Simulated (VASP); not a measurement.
VASP ran on this input.

**POSCAR**
```
NaCl
1.0
  0.0000000000   2.7909203104   2.7490565057
  2.7490565057   0.0000000000   2.7490565057
  2.7490565057   2.7909203104   0.0000000000
Na Cl
1 1
Direct
  0.0000000000   0.0000000000   0.0000000000
  0.5000000000   0.5000000000   0.5000000000
```

### KPOINTS
```
Regular mesh
0
G
 8 8 8
0 0 0
```

**INCAR**
```
SYSTEM  =  NaCl
PREC  =  Accurate; ENCUT  =  480; LREAL  =  .FALSE.
LASPH  =  .TRUE.
EDIFF  =  1E-7; NELM  =  100; ALGO  =  Normal
LMIXTAU  =  .TRUE.
ISMEAR  =  0; SIGMA  =  0.05
METAGGA  =  R2SCAN
IBRION  =  2; NSW  =  30; ISIF  =  2
EDIFFG  =  -0.01
LWAVE  =  .FALSE.; LCHARG  =  .FALSE.
```

POTCAR, in this order: Na_pv Cl (PBE.64 set). Program: vasp_std.

### Question
Write an equivalent input for Ansatz.

### Answer
One equivalent input (not run):
Ansatz 0.2 input:
```yaml
crystal:
  lattice:
    - [0.0000000, 2.7909203, 2.7490565]
    - [2.7490565, 0.0000000, 2.7490565]
    - [2.7490565, 2.7909203, 0.0000000]
  atoms:
    - { symbol: Na, position: [0.0000000, 0.0000000, 0.0000000] }
    - { symbol: Cl, position: [0.5000000, 0.5000000, 0.5000000] }
kpoints:
  mp_grid: { grid: [8, 8, 8] }
hamiltonian:
  xc: r2scan
  pseudopotentials: { kind: paw }
scf:
  occupations: { method: gaussian, width: 0.05 }
  max_iter: 100
relax:
  max_steps: 30
  f_tol: 0.01
output: { forces: true, stress: true, eigenvalues: true }
```
Limits of the translation: each code has its own PAW files, so the cut-off isn't converted (ENCUT is set for VASP's; basis.ecutwfc is left out, and Ansatz then takes the one that its files recommend); Ansatz stops its SCF on the density residual and VASP on the energy change (EDIFF).

The compound is NaCl in the rock salt structure. This cell was strained or had an atom moved on purpose.
